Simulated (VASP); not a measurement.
Cost and result of VASP (PAW) for the lattice constant a of MnF2 (rutile). Static lattice. The cost counts the five points of the equation of state, each on the mesh and cut-off of its row, so the ratios hold those differences too. With PBE it took about 10 core-minutes. Costs are core time on shared hosts, one run each; read them as rough ratios.

| level | k-mesh | cut-off (eV) | lattice constant a (Å) | cost over PBE |
|---|---|---|---|---|
| LDA | 5×5×7 | 520 | ___ | within a factor of 2 |
| PBEsol | 5×5×7 | 520 | 4.858 | within a factor of 2 |
| PBE | 5×5×7 | 520 | 4.940 | reference |
| r2SCAN | 5×5×7 | 520 | 4.870 | about 4 times |
| SCAN | 5×5×7 | 520 | ___ | ___ |

### Question
Some entries are withheld; supply them.

### Answer

- LDA, lattice constant a (Å): 4.771
- SCAN, lattice constant a (Å): 4.856
- SCAN, cost over PBE: about 6 times

Left out are levels that failed, ran on another kind of processor or have no fit band path; at most nine are shown.

The compound is MnF2 in the rutile structure.
